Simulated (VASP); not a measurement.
# What goes wrong when MnS (Alabandite) is relaxed with a bad input

Some relaxations of MnS (Alabandite) get a fault in the input on purpose. Which of them show, and how? The starting structure is a measured crystal structure from the Crystallography Open Database. The first relaxation on each setting starts from this cell expanded by 3 % in volume.

Calculated with VASP 6.6.1; Kohn-Sham DFT with plane waves and PAW; PBEsol.

**1. The structure**

The structure is cubic, space group Fm-3m (No. 225). Conventional cell: a = 5.224 Å, b = 5.224 Å, c = 5.224 Å, α = 90.00°, β = 90.00°, γ = 90.00°. Nearest to Mn lie 6 S at 2.61 Å. Nearest to S lie 6 Mn at 2.61 Å. Farther neighbours and most contacts between anions are not listed.

Structure file:

```xyz
4
Lattice="0.0000 2.6118 2.6118 2.6118 0.0000 2.6118 5.2236 5.2236 0.0000" Properties=species:S:1:pos:R:3 pbc="T T T"
Mn    0.0000    0.0000    0.0000
Mn    2.6118    2.6118    0.0000
S     2.6118    2.6118    2.6118
S     5.2236    5.2236    2.6118
```

**2. Reference relaxation**

This run starts from the cell of an earlier relaxation, which isn't shown; the restart sets up the plane waves anew.

INCAR reads:

```
SYSTEM = MnS
PREC = Accurate
ENCUT = 450
EDIFF = 1E-06
NELM = 100
ISMEAR = 0
SIGMA = 0.03
LREAL = .FALSE.
ALGO = Normal
GGA = PS
NBANDS = 27
ISPIN = 2
MAGMOM = 4 -4 0 0
LASPH = .TRUE.
LMAXMIX = 4
LORBIT = 11
LWAVE = .FALSE.
LCHARG = .FALSE.
KPAR = 8
IBRION = 2
NSW = 50
ISIF = 3
EDIFFG = -0.006
```

POSCAR reads:

```
MnS
1.0
    0.0000000000      2.5272935178      2.5272935178
    2.5272935178      0.0000000000      2.5272935178
    5.0132271046      5.0132271046      0.0413599310
Mn S
2 2
Direct
    0.0000000000      0.0000000000      0.0000000000
    0.0000000000      0.0000000000      0.5000000000
    0.5000000000      0.5000000000      0.2500000000
    0.5000000000      0.5000000000      0.7500000000
```

KPOINTS reads:

```
Automatic mesh
0
Gamma
8 8 8
0 0 0
```

The projector-augmented-wave data sets are Mn_pv and S (PBE family, release 64).

Launch:

```
mpirun -np 8 vasp_std
```

What it wrote:

```text
[banner, memory and clock lines left out]
running    8 mpi-ranks, on    1 nodes
 distrk:  each k-point on    1 cores,    8 groups
 distr:  one band on    1 cores,    1 groups

 POSCAR found type information on POSCAR MnS
 POSCAR found :  2 types and       4 ions
|                                                                             |
|           W    W    AA    RRRRR   N    N  II  N    N   GGGG   !!!           |
|           W    W   A  A   R    R  NN   N  II  NN   N  G    G  !!!           |
|           W    W  A    A  R    R  N N  N  II  N N  N  G       !!!           |
|           W WW W  AAAAAA  RRRRR   N  N N  II  N  N N  G  GGG   !            |
|           WW  WW  A    A  R   R   N   NN  II  N   NN  G    G                |
|           W    W  A    A  R    R  N    N  II  N    N   GGGG   !!!           |
|                                                                             |
|     For optimal performance we recommend to set                             |
|       NCORE = 2 up to number-of-cores-per-socket                            |
|     NCORE specifies how many cores store one orbital (NPAR=cpu/NCORE).      |
|     This setting can greatly improve the performance of VASP for DFT.       |
|     The default, NCORE=1 might be grossly inefficient on modern             |
|     multi-core architectures or massively parallel machines. Do your        |
|     Unfortunately you need to use the default for GW and RPA                |
|     calculations (for HF NCORE is supported but not extensively tested      |
|     yet).                                                                   |
|                                                                             |

|                                                                             |
|               ----> ADVICE to this user running VASP <----                  |
|                                                                             |
|     You enforced a specific xc type in the INCAR file but a different       |
|     [... a line on the potential file left out ...]
|     I HOPE YOU KNOW WHAT YOU ARE DOING!                                     |
|                                                                             |

 LDA part: xc-table for (Slater+PW92), standard interpolation
 POSCAR, INCAR and KPOINTS ok, starting setup
 FFT: planning ... GRIDC
 FFT: planning ... GRID_SOFT
 FFT: planning ... GRID
 WAVECAR not read
 entering main loop
       N       E                     dE             d eps       ncg     rms          rms(c)
DAV:   1     0.357623728407E+03    0.35762E+03   -0.19561E+04  7492   0.140E+03
DAV:   2    -0.512590176333E+01   -0.36275E+03   -0.35031E+03  7089   0.406E+02
DAV:   3    -0.315988754232E+02   -0.26473E+02   -0.25939E+02  8068   0.113E+02
DAV:   4    -0.323587229858E+02   -0.75985E+00   -0.75632E+00  8209   0.189E+01
DAV:   5    -0.323727322795E+02   -0.14009E-01   -0.14002E-01  8072   0.288E+00    0.176E+01
DAV:   6    -0.302969224016E+02    0.20758E+01   -0.21919E+01  8182   0.445E+01    0.156E+01
DAV:   7    -0.301089536615E+02    0.18797E+00   -0.32267E+00  7414   0.195E+01    0.912E+00
DAV:   8    -0.301302110226E+02   -0.21257E-01   -0.28483E-01  8760   0.355E+00    0.461E+00
DAV:   9    -0.301116613483E+02    0.18550E-01   -0.45466E-02  8243   0.231E+00    0.496E-01
DAV:  10    -0.301152731191E+02   -0.36118E-02   -0.16261E-02  8492   0.793E-01    0.202E-01
DAV:  11    -0.301154003669E+02   -0.12725E-03   -0.90218E-04  7736   0.201E-01    0.138E-01
DAV:  12    -0.301154278111E+02   -0.27444E-04   -0.26178E-04  8372   0.874E-02    0.109E-01
DAV:  13    -0.301154338226E+02   -0.60114E-05   -0.25070E-05  8533   0.320E-02    0.717E-02
DAV:  14    -0.301154434417E+02   -0.96192E-05   -0.12184E-05  7600   0.261E-02    0.155E-02
DAV:  15    -0.301154434454E+02   -0.36589E-08   -0.24117E-06  6916   0.114E-02
   1 F= -.30115443E+02 E0= -.30115443E+02  d E =-.301154E+02  mag=     0.0000
 curvature:   0.00 expect dE= 0.000E+00 dE for cont linesearch  0.000E+00
 trial: gam= 0.00000 g(F)=  0.112E-58 g(S)=  0.421E-03 ort = 0.000E+00 (trialstep = 0.100E+01)
 search vector abs. value=  0.421E-03
 bond charge predicted
       N       E                     dE             d eps       ncg     rms          rms(c)
DAV:   1    -0.301236148472E+02   -0.81714E-02   -0.13978E-01  7443   0.434E+00    0.869E-01
DAV:   2    -0.301161143740E+02    0.75005E-02   -0.40840E-02  7503   0.248E+00    0.787E-01
DAV:   3    -0.301158928859E+02    0.22149E-03   -0.15584E-03  7470   0.441E-01    0.153E-01
DAV:   4    -0.301156476106E+02    0.24528E-03   -0.10147E-03  8409   0.207E-01    0.925E-02
DAV:   5    -0.301156051456E+02    0.42465E-04   -0.21211E-04  7708   0.139E-01    0.635E-02
DAV:   6    -0.301155969856E+02    0.81600E-05   -0.30607E-05  7574   0.379E-02    0.156E-02
DAV:   7    -0.301155972125E+02   -0.22695E-06   -0.58681E-06  7450   0.161E-02
   2 F= -.30115597E+02 E0= -.30115597E+02  d E =-.153767E-03  mag=     0.0000
 trial-energy change:   -0.000154  1 .order   -0.000207   -0.000421    0.000006
 step:   0.9524(harm=  0.9867)  dis= 0.00000  next Energy=   -30.115597 (dE=-0.154E-03)
 reached required accuracy - stopping structural energy minimisation
```

Elapsed: 69 s, on 8 MPI ranks of AMD EPYC 7R43, shared host; peak memory 2.4 GiB.

The logs omit lines about the potential files and the build; timing stands in the text.

From OUTCAR (step 2):

```text
ion  position               nearest neighbor table
   1  0.000  0.000  0.000-   4 2.52   3 2.52   4 2.52   3 2.52   4 2.52   3 2.52
   2  0.000  0.000  0.500-   3 2.52   3 2.52   4 2.52   3 2.52   4 2.52   4 2.52
   3  0.500  0.500  0.250-   1 2.52   1 2.52   2 2.52   1 2.52   2 2.52   2 2.52
   4  0.500  0.500  0.750-   2 2.52   1 2.52   2 2.52   1 2.52   2 2.52   1 2.52

  LATTYP: Found a trigonal (rhomboedric) cell.
 ALAT       =     6.1230856272
 COS(alpha) =     0.8296387958

 Subroutine GETGRP returns: Found 12 space group operations
 (whereof 12 operations were pure point group operations)

The static configuration has the point symmetry D_3d.

 Found     65 irreducible k-points:

   k-points           NKPTS =     65   k-points in BZ     NKDIM =     65   number of bands    NBANDS=     27

   dimension x,y,z NGX =    28 NGY =   28 NGZ =   50
   dimension x,y,z NGXF=    56 NGYF=   56 NGZF=  100

   ENCUT  =  450.0 eV  33.07 Ry    5.75 a.u.   6.18  6.18 12.26*2*pi/ulx,y,z

   NELECT =      38.0000    total number of electrons

 k-points in reciprocal lattice and weights: Automatic mesh
   0.00000000  0.00000000  0.00000000       0.002
   0.12500000  0.00000000 -0.00000000       0.012
   0.25000000  0.00000000 -0.00000000       0.012
   0.37500000  0.00000000  0.00000000       0.012
   0.50000000  0.00000000 -0.00000000       0.006
   0.12500000  0.12500000 -0.00000000       0.012
   0.25000000  0.12500000 -0.00000000       0.023
   0.37500000  0.12500000  0.00000000       0.023
   0.50000000  0.12500000 -0.00000000       0.023
[...]
0.00000000  0.00000000  0.50000000       0.002
   0.50000000  0.00000000  0.50000000       0.006

 average (electrostatic) potential at core
       1 -67.0374       2 -67.0374       3 -84.3859       4 -84.3859

 E-fermi :   7.7241

 spin component 1
 k-point     1 :       0.0000    0.0000    0.0000
  band No.  band energies     occupation
    ...
     15       5.9149      1.00000
     16       5.9149      1.00000
     17       6.0298      1.00000
     18       6.0565      1.00000
     19       6.0565      1.00000
     20       8.4461      0.00000
     21       8.4462      0.00000
     22       8.6281      0.00000
     23      10.3929      0.00000
     24      10.3929      0.00000
    ...

 k-point     2 :       0.1250    0.0000   -0.0000
  band No.  band energies     occupation
    ...
     15       5.0138      1.00000
     16       5.3896      1.00000
     17       5.4990      1.00000
     18       6.7507      1.00000
     19       6.8999      1.00000
     20       8.3620      0.00000
     21       8.6400      0.00000
     22       8.6895      0.00000
     23       9.7703      0.00000
     24       9.8045      0.00000
    ...

 k-point     3 :       0.2500    0.0000   -0.0000
  band No.  band energies     occupation
    ...
     15       4.8413      1.00000
     16       5.2730      1.00000
     17       5.3521      1.00000
     18       6.9901      1.00000
     19       7.2370      1.00000
     20       8.1488      0.00000
     21       8.8769      0.00000
     22       8.9263      0.00000
     23       9.4938      0.00000
     24       9.7143      0.00000
    ...

 k-point     4 :       0.3750    0.0000    0.0000
  band No.  band energies     occupation
    ...
     15       4.6714      1.00000
     16       5.2217      1.00000
     17       5.3418      1.00000
     18       6.6355      1.00000
     19       7.1336      1.00000
     20       8.0779      0.00000
     21       9.0059      0.00000
     22       9.0706      0.00000
     23       9.9879      0.00000
     24      10.1494      0.00000
    ...

 k-point     5 :       0.5000    0.0000   -0.0000
  band No.  band energies     occupation
    ...
     15       4.2783      1.00000
     16       5.1326      1.00000
     17       5.3273      1.00000
     18       6.4257      1.00000
     19       7.0533      1.00000
     20       8.0466      0.00000
     21       9.1103      0.00000
     22       9.2302      0.00000
     23       9.4586      0.00000
     24      10.5306      0.00000
    ...

 k-point     6 :       0.1250    0.1250   -0.0000
  band No.  band energies     occupation
    ...
     15       4.7575      1.00000
     16       5.7668      1.00000
     17       5.9490      1.00000
     18       6.1497      1.00000
     19       6.7114      1.00000
     20       8.4339      0.00000
     21       8.6156      0.00000
     22       8.6510      0.00000
     23       9.4175      0.00000
     24      10.3112      0.00000
    ...

  Total        0.0023622      0.0023622      0.0023622      0.0050198     -0.0050198     -0.0050198
  in kB        0.0595735      0.0595735      0.0595735      0.1265937     -0.1265937     -0.1265937
  external PRESSURE =       0.0595735 kB  Pullay stress =       0.0000000 kB

  energy-cutoff  :      450.00
  volume of cell :       63.53
      direct lattice vectors                 reciprocal lattice vectors
    -0.000000000  2.523742072  2.523742072    -0.198916053  0.197320952  0.198916053
     2.523742072 -0.000000000  2.523742072     0.197320952 -0.198916053  0.198916053
     5.007330557  5.007330557  0.040153587     0.100255576  0.100255576 -0.100255576

 POSITION                                       TOTAL-FORCE (eV/Angst)
 -----------------------------------------------------------------------------------
      0.00000      0.00000      0.00000        -0.000000      0.000000     -0.000000
      2.50367      5.02741      2.54382         0.000000      0.000000      0.000000
      2.51370      2.51370      2.53378        -0.000000     -0.000000      0.000000
      5.01737      5.01737      2.55386         0.000000     -0.000000      0.000000
 -----------------------------------------------------------------------------------
    total drift:                                0.000000      0.000000      0.000000

  FREE ENERGIE OF THE ION-ELECTRON SYSTEM (eV)
  ---------------------------------------------------
  free  energy   TOTEN  =       -30.1155972125 eV

  energy  without entropy=      -30.1155972125  energy(sigma->0) =      -30.11559721

 reached required accuracy - stopping structural energy minimisation

 total charge
# of ion       s       p       d       tot
------------------------------------------
    1        0.234   6.198   4.997  11.429
    2        0.234   6.198   4.997  11.429
    3        1.320   2.410   0.000   3.730
    4        1.320   2.410   0.000   3.730
--------------------------------------------------
tot          3.108  17.216   9.994  30.318

 magnetization (x)
# of ion       s       p       d       tot
------------------------------------------
    1        0.014   0.015   4.004   4.033
    2       -0.014  -0.015  -4.004  -4.033
    3        0.000   0.000   0.000   0.000
    4        0.000   0.000   0.000   0.000
--------------------------------------------------
tot          0.000   0.000   0.000   0.000

[... 1 further part left out ...]
```

CONTCAR:

```
MnS
   1.00000000000000
    -0.0000000000000000    2.5237420720176922    2.5237420720176922
     2.5237420720176922   -0.0000000000000000    2.5237420720176922
     5.0073305567093538    5.0073305567093538    0.0401535873260316
  Mn              S
     2     2
Direct
     0.0000000000000000    0.0000000000000000    0.0000000000000000
     1.0000000000000000    0.0000000000000000    0.5000000000000000
     0.5000000000000000    0.5000000000000000    0.2500000000000000
     0.5000000000000000    0.5000000000000000    0.7500000000000000
```

The PAW data sets were made with PBE, which is usual practice but a small mismatch for other functionals. The run keeps the 12 symmetry operations of its start, so it cannot find a distortion of lower symmetry.

The reference relaxation ends at 15.883 Å³ an atom.

**3. Relaxation with a cutoff far too low**

A slip made on purpose: a cutoff far too low. Against step 2 the input has PREC = Normal and ENCUT = 150 (also changed: NELM).

Changes to INCAR since step 2:

```diff
@@ -1,6 +1,6 @@
 SYSTEM = MnS
-PREC = Accurate
-ENCUT = 450
+PREC = Normal
+ENCUT = 150
 EDIFF = 1E-06
-NELM = 100
+NELM = 60
 ISMEAR = 0
```

POSCAR reads:

```
MnS
1.0
    0.0000000000      2.6376610878      2.6376610878
    2.6376610878      0.0000000000      2.6376610878
    5.2753221756      5.2753221756      0.0000000000
Mn S
2 2
Direct
    0.0000000000      0.0000000000      0.0000000000
    0.0000000000      0.0000000000      0.5000000000
    0.5000000000      0.5000000000      0.2500000000
    0.5000000000      0.5000000000      0.7500000000
```

KPOINTS is that of step 2.

Launch:

```
mpirun -np 8 vasp_std
```

What it wrote:

```text
[banner, memory and clock lines left out]
running    8 mpi-ranks, on    1 nodes
[...]
[... a notice as in an earlier step ...]

 [... a notice as in an earlier step ...]

 LDA part: xc-table for (Slater+PW92), standard interpolation
 POSCAR, INCAR and KPOINTS ok, starting setup
[...]
entering main loop
       N       E                     dE             d eps       ncg     rms          rms(c)
DAV:   1     0.141137555376E+03    0.14114E+03   -0.12202E+04  8655   0.562E+02
DAV:   2    -0.105840134423E+02   -0.15172E+03   -0.14705E+03  8689   0.204E+02
DAV:   3    -0.163476252897E+02   -0.57636E+01   -0.56672E+01  8531   0.354E+01
DAV:   4    -0.164103025613E+02   -0.62677E-01   -0.62510E-01  8031   0.347E+00
[...]
DAV:  19    -0.567856467561E+01    0.11578E-05   -0.10462E-07  3816   0.134E-03    0.218E-03
DAV:  20    -0.567856326767E+01    0.14079E-05   -0.18622E-08  3798   0.722E-04    0.201E-03
DAV:  21    -0.567856269233E+01    0.57534E-06   -0.40140E-09  3756   0.314E-04
[...]
|     E        R   R    R   R    O     O  R   R                               |
|     E        R    R   R    R   O     O  R    R      ###     ###     ###     |
|     EEEEEEE  R     R  R     R  OOOOOOO  R     R     ###     ###     ###     |
|                                                                             |
|     Orbital orthonormalization failed in the inversion of matrix            |
|     LAPACK: Routine ZPOTRF failed! kpoint: 1 spin: 1                        |
|                                                                             |
|     Possible solutions for this issue are:                                  |
|     - Please check whether the atoms are too close to each other.           |
|     - Decreasing POTIM might help during relaxations or MDs.                |
|     - Deleting CHGCAR or WAVECAR if incompatible with the structure.        |
|     - Try calculating without symmetrizing (ISYM = 0 or ISYM = -1).         |
|     - As last resort: using a different PAW for some of the atoms.          |
|                                                                             |
|       ---->  I REFUSE TO CONTINUE WITH THIS SICK JOB ... BYE!!! <----       |
|                                                                             |

1
1
1
1
1
1
1
1
```

It took 14 s on 8 MPI ranks.

VASP stopped with this message: “Orbital orthonormalization failed in the inversion of matrix LAPACK: Routine ZPOTRF failed! kpoint: 1 spin: 1”.

(Continued in part 2 of 2.)

[Lines on the potential files, build, host, timing and source positions are cut from VASP's logs without a mark.]

[Logs are printed without paths, hosts, clocks, repeated set-up lines and the standing remarks that a program may print on its own settings, such as how far it seeks lower states.]

[Hosts, paths, dates, database ids (printed as entryN), source tags and the programs' standing remarks are cut or masked in the printed files.]
